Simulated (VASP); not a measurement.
Runs of VASP 6.6.1 on InAs. The structure is cubic, space group F-43m (No. 216). Conventional cell: a = 6.036 Å, b = 6.036 Å, c = 6.036 Å, α = 90.00°, β = 90.00°, γ = 90.00°. In (site symmetry -43m) has 4 As at 2.61 Å as nearest neighbours. Around As (site symmetry -43m) lie 4 In at 2.61 Å. The cell was built by a generator and needn't be a form met in nature.

```csv
task,level,potentials or basis,spin,cell,k mesh,cutoff (eV),gap on the mesh (eV),pressure (GPa)
relaxation of cell and atoms,PBEsol,"VASP PAW PBE potentials, release 64 (In_d, As)",off,relaxed,10 × 10 × 10,600,none,0.0
band structure,TB-mBJ,"VASP PAW PBE potentials, release 64 (In_d, As)",off,"F-43m, 28.25 Å³/atom",10 × 10 × 10,520,(b),-
band structure,LDA,"VASP PAW LDA potentials, release 64 (In_d, As)",off,"F-43m, 28.25 Å³/atom",10 × 10 × 10,520,-,-1.7
band structure,r2SCAN,"VASP PAW PBE potentials, release 64 (In_d, As)",off,"F-43m, 28.25 Å³/atom",10 × 10 × 10,520,0.13,(a)
band structure,PBEsol,"VASP PAW PBE potentials, release 64 (In_d, As)",off,"F-43m, 28.25 Å³/atom",10 × 10 × 10,520,-,0.0
band structure,PBEsol,"VASP PAW PBE potentials, release 64 (In_d, As)","SOC, no magnetisation","F-43m, 28.25 Å³/atom",6 × 6 × 6,520,-,0.0
```

Alike in all rows: smearing gaussian 0.03 eV.

**Question.** Estimate the missing entries.

**Answer.** (a) 0.5; (b) 0.60.

Caveats: the PAW data sets were made with another functional, which shifts forces and pressure a little (some runs); spin-orbit coupling is left out, which moves the levels of the heavy elements (some runs); this crystal is a semiconductor, whose small gap the functional closes, so the metal is an error of the method (some runs).

A k mesh can miss the band edges, and rows without SOC leave out spin-orbit coupling on As, In.

A gap of «none» marks a metal or a gap under the smearing width.
